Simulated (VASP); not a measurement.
Data:

```
GaN
1.0
    1.55548    -2.69417     0.00000
    1.55548     2.69417     0.00000
    0.00000     0.00000     5.06794
Ga N
2 2
Direct
  0.66667   0.33333   0.50019
  0.33333   0.66667   0.00019
  0.66667   0.33333   0.87681
  0.33333   0.66667   0.37681
```

The numbers are results of LDA (Ceperley-Alder, Perdew-Zunger), VASP's LDA PAW potentials (set 64) (plane waves; VASP 6.6.1), not measurements. Numerical set-up: 620 eV cut-off, 8×8×5 Γ-centred mesh, Gaussian smearing of 0.050 eV, potentials Ga_d N.

Estimate the energy per atom (σ→0), pressure.

```
Property                       Result
---------------------  --------------
energy per atom (σ→0)  -6.963 eV/atom
pressure                     9.97 GPa
```

Total energies compare only between runs with the same potentials, cut-off and functional.

The compound is GaN in the wurtzite structure. It was relaxed first under an external pressure of 10 GPa.
